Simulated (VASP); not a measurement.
Computed with PBE GGA, VASP's PBE PAW potentials (set 64) (plane waves; VASP).

The input files of a VASP run:

KPOINTS:
```
Automatic mesh
0
Gamma
8 8 8
0 0 0
```

**INCAR**
```
ALGO  =  Normal
EDIFF  =  1E-6
EDIFFG  =  -0.01
ENCUT  =  480
GGA  =  PE
IBRION  =  2
ISIF  =  3
ISMEAR  =  1
LASPH  =  .TRUE.
LCHARG  =  .FALSE.
LMAXMIX  =  4
LREAL  =  .FALSE.
LWAVE  =  .FALSE.
NELM  =  100
NSW  =  60
PREC  =  Accurate
SIGMA  =  0.1
SYSTEM  =  Cs
```

**POSCAR**
```
Cs
1
   -3.0747876771     3.0747876771     3.0747876771
    3.0747876771    -3.0747876771     3.0747876771
    3.0747876771     3.0747876771    -3.0747876771
Cs
1
Direct
  0.0000000000   0.0000000000   0.0000000000
```

POTCAR, in this order: Cs_sv (PBE.64 set). Program: vasp_std.

The run wrote:

File OSZICAR:
```
       N       E                     dE             d eps       ncg     rms          rms(c)
DAV:   1     0.566843368805E+02    0.56684E+02   -0.29737E+03   464   0.754E+02
DAV:   2     0.412388573486E+01   -0.52560E+02   -0.52100E+02   640   0.121E+02
DAV:   3    -0.779095117455E+00   -0.49030E+01   -0.49023E+01   464   0.459E+01
DAV:   4    -0.843115987468E+00   -0.64021E-01   -0.64016E-01   864   0.663E+00
DAV:   5    -0.843198881228E+00   -0.82894E-04   -0.82894E-04   600   0.135E-01    0.128E-01
DAV:   6    -0.843711271231E+00   -0.51239E-03   -0.14128E-03   800   0.220E-01    0.883E-02
DAV:   7    -0.844659974805E+00   -0.94870E-03   -0.35952E-03   592   0.365E-01    0.362E-02
DAV:   8    -0.844757264379E+00   -0.97290E-04   -0.13387E-04   640   0.911E-02    0.416E-03
DAV:   9    -0.844758856953E+00   -0.15926E-05   -0.29970E-06   856   0.105E-02    0.273E-03
DAV:  10    -0.844758174892E+00    0.68206E-06   -0.80977E-07   608   0.524E-03
   1 F= -.84475817E+00 E0= -.84379542E+00  d E =-.844758E+00
```

**OUTCAR**
```
------------------------ aborting loop because EDIFF is reached ----------------------------------------
  FORCE on cell =-STRESS in cart. coord.  units (eV):
  Direction    XX          YY          ZZ          XY          YZ          ZX
  --------------------------------------------------------------------------------------
  Total        0.0073556      0.0073556      0.0073556      0.0000000      0.0000000     -0.0000000
  in kB        0.1013504      0.1013504      0.1013504      0.0000000      0.0000000     -0.0000000
  external PRESSURE =       0.1013504 kB  Pullay stress =       0.0000000 kB
  volume of cell :      116.28
      direct lattice vectors                 reciprocal lattice vectors
    -3.074787677  3.074787677  3.074787677     0.000000000  0.162612854  0.162612854
     3.074787677 -3.074787677  3.074787677     0.162612854  0.000000000  0.162612854
     3.074787677  3.074787677 -3.074787677     0.162612854  0.162612854  0.000000000
 POSITION                                       TOTAL-FORCE (eV/Angst)
 -----------------------------------------------------------------------------------
      0.00000      0.00000      0.00000         0.000000     -0.000000      0.000000
 -----------------------------------------------------------------------------------
    total drift:                               -0.000000     -0.000000     -0.000000
  FREE ENERGIE OF THE ION-ELECTRON SYSTEM (eV)
  ---------------------------------------------------
  free  energy   TOTEN  =        -0.8447581749 eV

  energy  without entropy=       -0.8418699106  energy(sigma->0) =       -0.84379542

 reached required accuracy - stopping structural energy minimisation
```
(Selected blocks of OUTCAR.)

The compound is Cs in the bcc structure. It was relaxed first. The start is the result of an earlier pass.
